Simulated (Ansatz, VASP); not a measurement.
**Ge (Germanium): VASP beside Ansatz**

Wanted: the spread between two codes on one cell, functional and k mesh. The cell is taken from a series of runs on this material, whose earlier steps may have relaxed, scaled, displaced or heated it; both programs get it as it stands.

Calculated with Ansatz 0.2.0; plane waves, with VASP 6.6.1 beside it; G0W0 gap at HSE06 form with 30 % exact exchange, screening 0.2078 1/A with an exact-exchange share of 0.3.

## 1. Starting point

Symmetry: Fd-3m, No. 227, cubic system. Conventional cell: a = 5.658 Å, b = 5.658 Å, c = 5.658 Å, α = 90.00°, β = 90.00°, γ = 90.00°. Nearest to Ge lie 4 Ge at 2.45 Å.

## 2. VASP: G0W0 gap, HSE06 form with 30 % exact exchange, screening 0.2078 1/A with an exact-exchange share of 0.3

Quasiparticle shifts depend on high empty states and on the cores, so they are the hardest test of two PAW sets.

Lines of VASP's logs that name or quote its potential files are left out, and so is its time.

The run reads the wave functions of an earlier VASP run, which isn't shown here.

INCAR reads:

```
SYSTEM = Ge
PREC = Accurate
ENCUT = 400
ISMEAR = 0
SIGMA = 0.01
LREAL = .FALSE.
LHFCALC = .TRUE.
AEXX = 0.3
GGA = PE
HFSCREEN = 0.2078
LASPH = .TRUE.
NBANDS = 208
PRECFOCK = Fast
ALGO = EVGW0
NELMGW = 1
ENCUTGW = 150
NOMEGA = 64
NBANDSGW = 24
LWAVE = .FALSE.
LCHARG = .FALSE.
```

POSCAR reads:

```
Ge
1.0
    0.0000000000      2.8289100000      2.8289100000
    2.8289100000      0.0000000000      2.8289100000
    2.8289100000      2.8289100000      0.0000000000
Ge
2
Direct
    0.0000000000      0.0000000000      0.0000000000
    0.2500000000      0.2500000000      0.2500000000
```

KPOINTS reads:

```
Automatic mesh
0
Gamma
6 6 6
0 0 0
```

Potentials, in the order of the species: Ge_d_GW (PBE family, release 64).

The run is started by

```sh
$ mpirun -np 8 vasp_std
```

Numbers of over 12 decimals in the logs are rounded to 6 here.

The log of the run:

```text
[banner, memory and clock lines left out]
running    8 mpi-ranks, on    1 nodes
 distrk:  each k-point on    8 cores,    1 groups
 distr:  one band on    1 cores,    8 groups

 POSCAR found type information on POSCAR Ge
 POSCAR found :  1 types and       2 ions
|                                                                             |
|           W    W    AA    RRRRR   N    N  II  N    N   GGGG   !!!           |
|           W    W   A  A   R    R  NN   N  II  NN   N  G    G  !!!           |
|           W    W  A    A  R    R  N N  N  II  N N  N  G       !!!           |
|           W WW W  AAAAAA  RRRRR   N  N N  II  N  N N  G  GGG   !            |
|           WW  WW  A    A  R   R   N   NN  II  N   NN  G    G                |
|           W    W  A    A  R    R  N    N  II  N    N   GGGG   !!!           |
|                                                                             |
|     For optimal performance we recommend to set                             |
|       NCORE = 2 up to number-of-cores-per-socket                            |
|     NCORE specifies how many cores store one orbital (NPAR=cpu/NCORE).      |
|     This setting can greatly improve the performance of VASP for DFT.       |
|     The default, NCORE=1 might be grossly inefficient on modern             |
|     multi-core architectures or massively parallel machines. Do your        |
|     Unfortunately you need to use the default for GW and RPA                |
|     calculations (for HF NCORE is supported but not extensively tested      |
|     yet).                                                                   |
|                                                                             |

|                                                                             |
|           W    W    AA    RRRRR   N    N  II  N    N   GGGG   !!!           |
|           W    W   A  A   R    R  NN   N  II  NN   N  G    G  !!!           |
|           W    W  A    A  R    R  N N  N  II  N N  N  G       !!!           |
|           W WW W  AAAAAA  RRRRR   N  N N  II  N  N N  G  GGG   !            |
|           WW  WW  A    A  R   R   N   NN  II  N   NN  G    G                |
|           W    W  A    A  R    R  N    N  II  N    N   GGGG   !!!           |
|                                                                             |
|     The default for ENCUTGWSOFT is different in this version of VASP.       |
|     please manually set ENCUTGWSOFT =150 in the INCAR file.                 |
|                                                                             |

 LDA part: xc-table for (Slater+PW92), standard interpolation
 found WAVECAR, reading the header
 POSCAR, INCAR and KPOINTS ok, starting setup
 FFT: planning ... GRIDC
 FFT: planning ... GRID_SOFT
 FFT: planning ... GRID
 reading WAVECAR
 the WAVECAR file was read successfully
 initial charge from wavefunction
 available memory per node:     59.48 GB, setting MAXMEM to     60909

 The Fermi energy was updated, please check that it is located mid-gap
 values below the HOMO (VB) or above the LUMO (CB) will cause erroneous energies
 E-fermi :   3.0202

 calculate exact exchange contribution
 the WAVEDER file was read successfully
energies w=
    0.000    0.000    0.426    0.000    0.852    0.000    1.275    0.000
    1.696    0.000    2.113    0.000    2.525    0.000    2.933    0.000
    3.336    0.000    3.733    0.000    4.125    0.000    4.511    0.000
    4.892    0.000    5.268    0.000    5.639    0.000    6.006    0.000
    6.369    0.000    6.729    0.000    7.086    0.000    7.441    0.000
    7.795    0.000    8.148    0.000    8.502    0.000    8.857    0.000
    9.214    0.000    9.574    0.000    9.938    0.000   10.307    0.000
   10.683    0.000   11.066    0.000   11.458    0.000   11.860    0.000
   12.274    0.000   12.702    0.000   13.146    0.000   13.608    0.000
   14.091    0.000   14.597    0.000   15.130    0.000   15.695    0.000
   16.294    0.000   16.934    0.000   17.620    0.000   18.361    0.000
   19.164    0.000   20.040    0.000   21.002    0.000   22.065    0.000
   23.249    0.000   24.578    0.000   26.082    0.000   27.802    0.000
   29.790    0.000   32.117    0.000   34.877    0.000   38.208    0.000
   42.306    0.000   47.468    0.000   54.168    0.000   63.202    0.000
   76.028    0.000   95.632    0.000  129.233    0.000  199.925    0.000
 responsefunction array rank=     200
 LDA part: xc-table for (Slater+PW92), standard interpolation

 min. memory requirement per mpi rank    266.6 MB, per node   2132.8 MB

 allocating   8 responsefunctions rank=   200
 shmem allocating  64 responsefunctions rank=   200
 response function shared by NCSHMEM nodes    1
 Doing            8  frequencies on each core in blocks of           64
NQ=   1    0.0000    0.0000    0.0000,
|.........|.........|.........|.........|.........|.........|.........|.........
 performed       1333000 updates of chi_q(r,r)
 total number of BLAS operations        304.59 Gflops
NQ=   2    0.1667    0.0000    0.0000,
|.........|.........|.........|.........|.........|.........|.........|.........
 performed       3344000 updates of chi_q(r,r)
 total number of BLAS operations        780.76 Gflops
NQ=   3    0.3333    0.0000    0.0000,
|.........|.........|.........|.........|.........|.........|.........|.........
 performed       5355000 updates of chi_q(r,r)
 total number of BLAS operations       1319.79 Gflops
NQ=   4    0.5000    0.0000    0.0000,
|.........|.........|.........|.........|.........|.........|.........|.........
 performed       7127000 updates of chi_q(r,r)
 total number of BLAS operations       1779.19 Gflops
NQ=   5    0.1667    0.1667    0.0000,
|.........|.........|.........|.........|.........|.........|.........|.........
 performed       9138000 updates of chi_q(r,r)
 total number of BLAS operations       2306.50 Gflops
NQ=   6    0.3333    0.1667    0.0000,
|.........|.........|.........|.........|.........|.........|.........|.........
 performed      12008000 updates of chi_q(r,r)
 total number of BLAS operations       3135.53 Gflops
NQ=   7    0.5000    0.1667    0.0000,
|.........|.........|.........|.........|.........|.........|.........|.........
 performed      14878000 updates of chi_q(r,r)
 total number of BLAS operations       3964.55 Gflops
NQ=   8   -0.3333    0.1667    0.0000,
|.........|.........|.........|.........|.........|.........|.........|.........
 performed      17748000 updates of chi_q(r,r)
 total number of BLAS operations       4793.58 Gflops
NQ=   9   -0.1667    0.1667    0.0000,
|.........|.........|.........|.........|.........|.........|.........|.........
 performed      20299000 updates of chi_q(r,r)
 total number of BLAS operations       5484.54 Gflops
NQ=  10    0.3333    0.3333    0.0000,
|.........|.........|.........|.........|.........|.........|.........|.........
 performed      22310000 updates of chi_q(r,r)
 total number of BLAS operations       6090.32 Gflops
NQ=  11    0.5000    0.3333    0.0000,
|.........|.........|.........|.........|.........|.........|.........|.........
 performed      25180000 updates of chi_q(r,r)
 total number of BLAS operations       6936.89 Gflops
NQ=  12   -0.3333    0.3333    0.0000,
|.........|.........|.........|.........|.........|.........|.........|.........
 performed      27731000 updates of chi_q(r,r)
 total number of BLAS operations       7642.96 Gflops
NQ=  13    0.5000    0.5000    0.0000,
|.........|.........|.........|.........|.........|.........|.........|.........
 performed      29363000 updates of chi_q(r,r)
 total number of BLAS operations       8114.45 Gflops
NQ=  14    0.5000    0.3333    0.1667,
|.........|.........|.........|.........|.........|.........|.........|.........
 performed      32533000 updates of chi_q(r,r)
 total number of BLAS operations       9020.36 Gflops
NQ=  15   -0.3333    0.3333    0.1667,
|.........|.........|.........|.........|.........|.........|.........|.........
 performed      35543000 updates of chi_q(r,r)
 total number of BLAS operations       9926.75 Gflops
NQ=  16   -0.3333    0.5000    0.1667,
|.........|.........|.........|.........|.........|.........|.........|.........
 performed      38104000 updates of chi_q(r,r)
 total number of BLAS operations      10713.84 Gflops
 resolving degeneracies of screened two electron integrals

 calculate QP shifts <psi_nk| G(iteration)W_0 |psi_nk>: iteration 1
 entering main loop
```

From OUTCAR (step 2):

```text
ion  position               nearest neighbor table
   1  0.000  0.000  0.000-   2 2.45   2 2.45   2 2.45   2 2.45
   2  0.250  0.250  0.250-   1 2.45   1 2.45   1 2.45   1 2.45

  LATTYP: Found a face centered cubic cell.
 ALAT       =     5.6578200000

 Subroutine GETGRP returns: Found 48 space group operations
 (whereof 24 operations were pure point group operations)

The static configuration has the point symmetry T_d .
 The point group associated with its full space group is O_h .

 Found     16 irreducible k-points:

   k-points           NKPTS =     16   k-points in BZ     NKDIM =    216   number of bands    NBANDS=    208

   dimension x,y,z NGX =    28 NGY =   28 NGZ =   28
   dimension x,y,z NGXF=    56 NGYF=   56 NGZF=   56

   ENCUT  =  400.0 eV  29.40 Ry    5.42 a.u.   6.52  6.52  6.52*2*pi/ulx,y,z

   NELECT =      28.0000    total number of electrons

  energy-cutoff  :      400.00
  volume of cell :       45.28
      direct lattice vectors                 reciprocal lattice vectors
     0.000000000  2.828910000  2.828910000    -0.176746521  0.176746521  0.176746521
     2.828910000  0.000000000  2.828910000     0.176746521 -0.176746521  0.176746521
     2.828910000  2.828910000  0.000000000     0.176746521  0.176746521 -0.176746521

 k-points in reciprocal lattice and weights: Automatic mesh
   0.00000000  0.00000000  0.00000000       0.005
   0.16666667  0.00000000  0.00000000       0.037
   0.33333333  0.00000000  0.00000000       0.037
   0.50000000  0.00000000  0.00000000       0.019
   0.16666667  0.16666667  0.00000000       0.028
   0.33333333  0.16666667  0.00000000       0.111
   0.50000000  0.16666667  0.00000000       0.111
  -0.33333333  0.16666667  0.00000000       0.111
  -0.16666667  0.16666667  0.00000000       0.056
[...]
-0.33333333  0.33333333  0.16666667       0.111
  -0.33333333  0.50000000  0.16666667       0.056

 E-fermi :   3.0202

 QP shifts <psi_nk| G(iteration)W_0 |psi_nk>: iteration 1
 for sc-GW calculations column KS-energies equals QP-energies in previous step
 and V_xc(KS)=  KS-energies - (<T + V_ion + V_H > + <T+V_H+V_ion>^1  + <V_x>^1)
 k-point   1 :       0.0000    0.0000    0.0000
  band No.  KS-energies  QP-energies   sigma(KS)   V_xc(KS)     V^pw_x(r,r')   Z            occupation Imag(sigma)
    ...
     11     -11.7636     -11.0310     -11.9245     -13.0096     -17.8481       0.6751       2.0000       0.9461
     12       2.5423       2.3341     -12.5435     -12.2811     -13.0759       0.7934       2.0000       0.0722
     13       2.5423       2.3341     -12.5435     -12.2811     -13.0759       0.7934       2.0000       0.0722
     14       2.5423       2.3341     -12.5435     -12.2811     -13.0759       0.7934       2.0000       0.0722
     15       3.6002       3.7268     -11.8083     -11.9683      -8.1380       0.7916       0.0000      -0.0457
     16       5.9017       5.7032     -10.3268     -10.0730      -6.3089       0.7824       0.0000      -0.0849
     17       5.9017       5.7032     -10.3268     -10.0730      -6.3089       0.7824       0.0000      -0.0849
     18       5.9017       5.7032     -10.3268     -10.0730      -6.3089       0.7824       0.0000      -0.0849
    ...

 k-point   2 :       0.1667    0.0000    0.0000
  band No.  KS-energies  QP-energies   sigma(KS)   V_xc(KS)     V^pw_x(r,r')   Z            occupation Imag(sigma)
    ...
     11     -11.3830     -10.6732     -11.9650     -13.0094     -17.7470       0.6797       2.0000       0.9199
     12      -0.7553      -0.7680     -12.2398     -12.2233     -13.6235       0.7681       2.0000       0.1131
     13       1.9877       1.7926     -12.3253     -12.0783     -12.9714       0.7899       2.0000       0.0746
     14       1.9877       1.7926     -12.3253     -12.0783     -12.9714       0.7899       2.0000       0.0746
     15       4.3541       4.3139     -10.8007     -10.7498      -7.0749       0.7908       0.0000      -0.0622
     16       6.6464       6.4214     -10.4937     -10.2043      -6.2867       0.7773       0.0000      -0.0967
     17       6.6464       6.4214     -10.4937     -10.2043      -6.2867       0.7773       0.0000      -0.0967
     18       7.6733       7.4516     -10.8560     -10.5694      -6.3875       0.7737       0.0000      -0.1141
    ...

 k-point   3 :       0.3333    0.0000    0.0000
  band No.  KS-energies  QP-energies   sigma(KS)   V_xc(KS)     V^pw_x(r,r')   Z            occupation Imag(sigma)
    ...
     11     -10.3237      -9.6714     -12.1112     -13.0482     -17.4975       0.6961       2.0000       0.8355
     12      -4.1490      -3.9346     -11.9256     -12.2157     -14.8472       0.7392       2.0000       0.2834
     13       1.2641       1.0906     -12.2075     -11.9862     -13.1137       0.7841       2.0000       0.0823
     14       1.2641       1.0906     -12.2075     -11.9862     -13.1137       0.7841       2.0000       0.0823
     15       3.7452       3.6977     -10.5300     -10.4703      -6.9371       0.7947       0.0000      -0.0616
     16       7.2105       6.9532     -10.1505      -9.8190      -5.7663       0.7759       0.0000      -0.1134
     17       7.2105       6.9532     -10.1505      -9.8190      -5.7663       0.7759       0.0000      -0.1134
     18      10.7360      10.2322      -9.4009      -8.7420      -4.0230       0.7646       0.0000      -0.2625
    ...

 k-point   4 :       0.5000    0.0000    0.0000
  band No.  KS-energies  QP-energies   sigma(KS)   V_xc(KS)     V^pw_x(r,r')   Z            occupation Imag(sigma)
    ...
     11      -9.3825      -8.7841     -12.3519     -13.1983     -17.3807       0.7070       2.0000       0.7421
     12      -5.9028      -5.5573     -11.6098     -12.0840     -15.2834       0.7286       2.0000       0.4432
     13       0.9907       0.8274     -12.1873     -11.9786     -13.1996       0.7825       2.0000       0.0858
     14       0.9907       0.8274     -12.1873     -11.9786     -13.1996       0.7825       2.0000       0.0858
     15       3.4981       3.4562     -10.5204     -10.4678      -6.9834       0.7959       0.0000      -0.0606
     16       7.1581       6.8963      -9.8983      -9.5619      -5.5410       0.7785       0.0000      -0.1142
     17       7.1581       6.8963      -9.8983      -9.5619      -5.5410       0.7785       0.0000      -0.1142
     18      10.6223      10.0290      -7.5559      -6.7910      -2.3744       0.7757       0.0000      -0.2477
    ...

[... 4 further parts left out ...]
```

(Part 1 of 2 ends here.)

[Lines on the potential files, build, host, timing and source positions are cut from VASP's logs without a mark.]

[Logs are printed without paths, hosts, clocks, repeated set-up lines and the standing remarks that a program may print on its own settings, such as how far it seeks lower states.]

[Hosts, paths, dates, database ids (printed as entryN), source tags and the programs' standing remarks are cut or masked in the printed files.]
